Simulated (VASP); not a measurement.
# Fe (Iron-alpha): structure and properties in VASP, part 5 of 5

How well does PBEsol reproduce what experiment finds for Fe (Iron-alpha)? The cell is relaxed first, and properties follow on it. Left out of this account: 1 further run (phonons: it ended without a result to show). The start is a cell from a database of measured crystal structures.

VASP 6.6.1, plane waves and PAW; the level of theory is named at each step.

Still holding for the runs below: The magnetic order is the lowest of the few collinear ones that converged above; longer or canted patterns were not tried.

So far, largest spin moment in the PAW sphere (μB): step 2 (magnetic order: ferromagnetic) 2.24; step 3 (magnetic order: antiferromagnetic, q = (0, 0, 1/2)) 2.07; step 4 (magnetic order: antiferromagnetic, q = (1/2, 1/2, 1/2)) 1.7; step 6 (relaxing cell and atoms (PBEsol)) 2.04; step 10 (total and projected DOS (PBEsol)) 2.08. The relaxed cell has a = 2.781 Å (conventional setting).

**11. Core levels (PBEsol)**

Level of this step: PBEsol, spin-polarised from a ferromagnetic start (one magnetic atom a cell); plane waves and PAW (Fe) (VASP).

ICORELEVEL = 1 prints the core eigenvalues in the potential of the ground state.

The input, INCAR:

```
SYSTEM = Fe
PREC = Accurate
ENCUT = 400
EDIFF = 1E-06
NELM = 100
ISMEAR = 1
SIGMA = 0.2
LREAL = .FALSE.
ALGO = Normal
GGA = PS
NBANDS = 12
ISPIN = 2
MAGMOM = 2.041
LASPH = .TRUE.
LMAXMIX = 4
LORBIT = 11
LWAVE = .FALSE.
LCHARG = .FALSE.
KPAR = 4
ICORELEVEL = 1
```

The input, POSCAR:

```
Fe
1.0
   -1.3906505364      1.3906505364      1.3906505364
    1.3906505364     -1.3906505364      1.3906505364
    1.3906505364      1.3906505364     -1.3906505364
Fe
1
Direct
    0.0000000000      0.0000000000      0.0000000000
```

The input, KPOINTS:

```
Automatic mesh
0
Gamma
13 13 13
0 0 0
```

Potentials, in the order of the species: Fe (PBE family, release 64).

Started as:

```console
> mpirun -np 4 vasp_std
```

The program printed:

```text
[... set-up lines as in an earlier step ...]
 entering main loop
       N       E                     dE             d eps       ncg     rms          rms(c)
DAV:   1     0.146557455819E+02    0.14656E+02   -0.33509E+03  4508   0.670E+02
DAV:   2    -0.959132985003E+01   -0.24247E+02   -0.22459E+02  4256   0.117E+02
DAV:   3    -0.101496539510E+02   -0.55832E+00   -0.55346E+00  4700   0.204E+01
DAV:   4    -0.101513939003E+02   -0.17399E-02   -0.17398E-02  4536   0.103E+00
DAV:   5    -0.101514042828E+02   -0.10382E-04   -0.10382E-04  4628   0.811E-02    0.127E+01
DAV:   6    -0.898941145856E+01    0.11620E+01   -0.11075E+01  4524   0.447E+01    0.505E+00
DAV:   7    -0.893695503954E+01    0.52456E-01   -0.59606E-01  4632   0.100E+01    0.322E+00
DAV:   8    -0.892807486661E+01    0.88802E-02   -0.57022E-03  4900   0.484E-01    0.140E+00
DAV:   9    -0.891967335260E+01    0.84015E-02   -0.48249E-03  5312   0.403E-01    0.362E-01
DAV:  10    -0.891949615178E+01    0.17720E-03   -0.75258E-04  4652   0.260E-01    0.101E-01
DAV:  11    -0.891948826376E+01    0.78880E-05   -0.63645E-05  4552   0.975E-02    0.267E-02
DAV:  12    -0.891948996639E+01   -0.17026E-05   -0.28768E-06  4420   0.234E-02    0.101E-02
DAV:  13    -0.891949213106E+01   -0.21647E-05   -0.12275E-06  3724   0.147E-02    0.178E-03
DAV:  14    -0.891949191733E+01    0.21373E-06   -0.25030E-08  2116   0.150E-03
   1 F= -.89194919E+01 E0= -.89188222E+01  d E =-.200929E-02  mag=     2.0598
```

Wall time 4.4 s (4 MPI ranks of Intel Xeon Platinum 8488C (Sapphire Rapids), shared host); peak memory 0.47 GiB; 14 s of CPU time.

OUTCAR, selected parts (step 11):

```text
   NELECT =       8.0000    total number of electrons

 the core state eigenenergies are
   1-  1s  -6985.7936  2s   -806.9700  2p   -685.7119  3s    -80.6093  3p    -46.6761

 E-fermi :   6.3020

 k-point     2 :       0.0769    0.0000    0.0000
  band No.  band energies     occupation
    ...
      2       3.7758      1.00000
      3       3.8415      1.00000
      4       3.9925      1.00000
      5       5.1422      1.00000
      6       5.2202      1.00000
      7      30.2274      0.00000
      8      31.3552      0.00000
      9      31.5789      0.00000
     10      36.4376      0.00000
     11      37.2164      0.00000
    ...

 k-point     5 :       0.3077    0.0000    0.0000
  band No.  band energies     occupation
    ...
      2       3.0230      1.00000
      3       3.9197      1.00000
      4       5.1276      1.00000
      5       5.3335      1.00000
      6       5.7182      1.00015
      7      19.9375      0.00000
      8      26.8323      0.00000
      9      29.8425      0.00000
     10      30.7385      0.00000
     11      34.5590      0.00000
    ...

  Total        0.0008527      0.0008527      0.0008527      0.0000000      0.0000000     -0.0000000
  in kB        0.1269900      0.1269900      0.1269900      0.0000000      0.0000000     -0.0000000
  external PRESSURE =       0.1269900 kB  Pullay stress =       0.0000000 kB

 POSITION                                       TOTAL-FORCE (eV/Angst)
 -----------------------------------------------------------------------------------
      0.00000      0.00000      0.00000         0.000000      0.000000      0.000000
 -----------------------------------------------------------------------------------
    total drift:                                0.000000      0.000000     -0.000000

  FREE ENERGIE OF THE ION-ELECTRON SYSTEM (eV)
  ---------------------------------------------------
  free  energy   TOTEN  =        -8.9194919173 eV

  energy  without entropy=       -8.9174826314  energy(sigma->0) =       -8.91882216

[... 17 parts as in an earlier step ...]

[... 5 further parts left out ...]
```

These are scalar-relativistic Kohn-Sham levels of the ground state, with no core hole, so they are not binding energies.

This step gave:

- bands: 12
- irreducible k-points: 84
- Fermi energy: 6.302 eV
- pressure: 0.01270 GPa
- moment of the cell, from the last line of the log: 2.060 μB

Spin moment in the PAW sphere by atom:

```tsv
atom	spin moment in the PAW sphere (μB)
Fe1	2.04
```

Kohn-Sham core levels. Core levels, by row:

```tsv
atom	shell	level below the Fermi level (eV)
Fe1	1s	6992
Fe1	2s	813.3
Fe1	2p	692
Fe1	3s	86.91
Fe1	3p	52.98
```

**12. A single point (PBEsol), changed input**

This run is made with a changed input; what comes of it follows.

Edit INCAR of step 11 so:

```diff
@@ -3,4 +3,4 @@
 ENCUT = 400
-EDIFF = 1E-06
-NELM = 100
+EDIFF = 1E-16
+NELM = 64
 ISMEAR = 1
@@ -19,2 +19,2 @@
 KPAR = 4
-ICORELEVEL = 1
+ISIF = 2
```

POSCAR is that of step 11.

KPOINTS is that of step 11.

Started as:

```console
> mpirun -np 4 vasp_std
```

The program printed:

```text
[... set-up lines as in an earlier step ...]
 entering main loop
       N       E                     dE             d eps       ncg     rms          rms(c)
[... 11 cycles as in an earlier step ...]
DAV:  12    -0.891948996640E+01   -0.17026E-05   -0.28768E-06  4596   0.234E-02    0.101E-02
DAV:  13    -0.891949213104E+01   -0.21646E-05   -0.12313E-06  4592   0.147E-02    0.178E-03
DAV:  14    -0.891949191725E+01    0.21380E-06   -0.26046E-08  4564   0.148E-03    0.566E-04
DAV:  15    -0.891949198327E+01   -0.66028E-07   -0.11626E-09  4496   0.275E-04    0.291E-04
[...]
DAV:  62    -0.891949200347E+01   -0.42405E-10   -0.89572E-14  3768   0.984E-10    0.386E-11
DAV:  63    -0.891949200376E+01   -0.29252E-09   -0.19666E-14  3836   0.697E-10    0.379E-10
DAV:  64    -0.891949200349E+01    0.27273E-09   -0.42855E-14  3840   0.703E-10
 -----------------------------------------------------------------------------
|                                                                             |
|           W    W    AA    RRRRR   N    N  II  N    N   GGGG   !!!           |
|           W    W   A  A   R    R  NN   N  II  NN   N  G    G  !!!           |
|           W    W  A    A  R    R  N N  N  II  N N  N  G       !!!           |
|           W WW W  AAAAAA  RRRRR   N  N N  II  N  N N  G  GGG   !            |
|           WW  WW  A    A  R   R   N   NN  II  N   NN  G    G                |
|           W    W  A    A  R    R  N    N  II  N    N   GGGG   !!!           |
|                                                                             |
|     The electronic self-consistency was not achieved in the given           |
|     number of steps (NELM). The forces and other quantities evaluated       |
|     might not be reliable so examine the results carefully. If you find     |
|     spurious results, we suggest increasing NELM, if you were close to      |
|     convergence or switching to a different ALGO or adjusting the           |
|     density mixing parameters otherwise.                                    |
|                                                                             |
 -----------------------------------------------------------------------------

   1 F= -.89194920E+01 E0= -.89188223E+01  d E =-.200925E-02  mag=     2.0598
```

It took 15 s on 4 MPI ranks; peak memory 0.55 GiB.

OUTCAR, selected parts (step 12):

```text
 k-point     3 :       0.1538    0.0000    0.0000
  band No.  band energies     occupation
    ...
      2       3.5760      1.00000
      3       3.7820      1.00000
      4       4.4016      1.00000
      5       5.0192      1.00000
      6       5.2409      1.00000
      7      27.1196      0.00000
      8      30.1089      0.00000
      9      31.2843      0.00000
     10      34.4840      0.00000
     11      35.8080      0.00000
    ...

  Total        0.0005619      0.0005619      0.0005619      0.0000000     -0.0000000      0.0000000
  in kB        0.0836905      0.0836905      0.0836905      0.0000000     -0.0000000      0.0000000
  external PRESSURE =       0.0836905 kB  Pullay stress =       0.0000000 kB

 POSITION                                       TOTAL-FORCE (eV/Angst)
 -----------------------------------------------------------------------------------
      0.00000      0.00000      0.00000        -0.000000     -0.000000      0.000000
 -----------------------------------------------------------------------------------
    total drift:                                0.000000      0.000000     -0.000000

  FREE ENERGIE OF THE ION-ELECTRON SYSTEM (eV)
  ---------------------------------------------------
  free  energy   TOTEN  =        -8.9194920035 eV

  energy  without entropy=       -8.9174827547  energy(sigma->0) =       -8.91882225

[... 18 parts as in an earlier step ...]

[... 8 further parts left out ...]
[key lines of the parts left out:]
E-fermi :   6.3020
```

EDIFF was not reached within NELM cycles, so the run counts as unconverged.

At the end rms(c) stands at 4e-11, with no steady fall over the second half of the cycles shown.

The fault in the input: threshold below the noise (EDIFF = 1e-16). An EDIFF of 1E-06 to 1E-08 can be reached; this one can't.

**13. Outcome**

| Property | Result |
| --- | --- |
| relaxed volume | 10.76 Å³/atom |
| relaxed conventional cell a, b, c | 2.781, 2.781, 2.781 Å |
| space group after relaxing, within 0.02 Å | Im-3m (No. 229) |
| moment of the cell (20×20×20 mesh) | 2.10 μB |
| largest site moment (20×20×20 mesh) | 2.08 μB on Fe1 |
| band gap | none, a metal |
| DOS at the Fermi level | 0.942 states/eV/cell |
| shallowest level of the frozen cores | Fe1 3p, 53.0 eV deep |

**Reading.** With PBEsol, Fe (Iron-alpha) relaxes to 10.76 Å³/atom in space group Im-3m, comes out as a metal and keeps moments of up to 2.08 μB (20×20×20 mesh). Against the listed cell the volume lies -8.7 %. Of 3 collinear starts at PBEsol, the lowest ends ferromagnetic. Band structure (PBEsol), spin up: Of the bands kept, 4 cross the Fermi level on this path. Band structure (PBEsol), spin down: Of the bands kept, 2 cross the Fermi level on this path. Only a few collinear orders were tried, on the cell as listed. No search among competing phases was made. All values are for a static lattice at zero temperature.

Calculation against experiment:

| quantity | measured | PBEsol |
| --- | --- | --- |
| lattice constant a (Å) | 2.866 | 2.781 (-3.0 %) |

Measured values from pmc:2430951 (2008).

**Verdict.** The lattice constant a is off by -3.0 %: a clear miss. The grades are ours: good and fair within 0.7 and 1.5 % for the lattice constant a. Zero-point motion and thermal expansion are not in the computed lattice constants.

[Lines on the potential files, build, host, timing and source positions are cut from VASP's logs without a mark.]

[Logs are printed without paths, hosts, clocks, repeated set-up lines and the standing remarks that a program may print on its own settings, such as how far it seeks lower states.]

[Hosts, paths, dates, database ids (printed as entryN), source tags and the programs' standing remarks are cut or masked in the printed files.]

[A measured line is paired with the nearest computed mode of its activity, which favours agreement.]
